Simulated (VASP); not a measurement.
Crystal: Mg6MnSb.

```
Sb Mn Mg
1.0
     5.06416    0.00000    0.00000
     0.00000    3.15466    5.39271
     0.00000   -3.15466    5.39271
Sb Mn Mg
1 1 6
Direct
  0.50000 0.67160 0.67160
  0.00000 0.83465 0.83465
  0.50000 0.16776 0.16776
  0.50000 0.66998 0.15912
  0.50000 0.15912 0.66998
  0.00000 0.33367 0.33367
  0.00000 0.83786 0.32537
  0.00000 0.32537 0.83786
```

The cell comes from a database or a generator and needn't be the stable form of this composition.

| Quantity | Value |
| --- | --- |
| Program | VASP 6.6.1 |
| Task | single point |
| Functional | PBE |
| Potentials or basis | VASP PAW PBE potentials, release 64 (Sb, Mn_pv, Mg) |
| Cutoff | 520 eV |
| k mesh | 5 × 5 × 5 |
| Occupations | fermi-dirac, width 0.05 eV |
| Spin | collinear spin, ferromagnetic start |
| Starting moments | [0.0, 4.0, 0.0, 0.0, 0.0, 0.0, 0.0, 0.0] μB |

On this cell: pressure -0.1 GPa; largest force 0.108 eV/Å; net moment 3.70 μB per cell; site moments Sb +0.00; Mn +3.71; Mg +0.01, -0.01, -0.02 μB; band gap on the k mesh none (metal or under the smearing width).

The same run follows on a disturbed copy (atoms moved at random, drawn with an rms of 0.05 Å):

```
Sb Mn Mg
1.0
     5.06416    0.00000    0.00000
     0.00000    3.15466    5.39271
     0.00000   -3.15466    5.39271
Sb Mn Mg
1 1 6
Direct
  0.50453 0.67378 0.66965
  0.00386 0.83696 0.83016
  0.51046 0.17003 0.16238
  0.49749 0.66860 0.14991
  0.49409 0.16156 0.66683
  0.99983 0.33877 0.32542
  0.00313 0.83416 0.32566
  0.00082 0.31350 0.84681
```

**Question.** What does the disturbed cell give?

**Answer.** The energy (extrapolated to zero smearing) moves by +1.9 meV/atom; pressure 0.0 GPa; largest force 0.193 eV/Å; net moment 3.70 μB per cell; site moments Sb +0.00; Mn +3.71; Mg +0.01, -0.01, -0.02 μB; band gap on the k mesh none (metal or under the smearing width).

Forces on the atoms (eV/Å):
```
Sb  -0.015  0.040 -0.086
Mn  -0.068 -0.027  0.034
Mg  -0.152 -0.118 -0.007
Mg   0.060  0.004  0.170
Mg   0.091  0.039 -0.025
Mg   0.025 -0.125  0.049
Mg   0.019  0.056 -0.024
Mg   0.040  0.132 -0.113
```

Stress tensor (GPa, compression positive):
```
-0.96  0.02 -0.07
 0.02  0.38 -0.09
-0.07 -0.09  0.48
```

Caveats: a cell with one magnetic atom can't hold antiferromagnetic order, which such compounds often take.
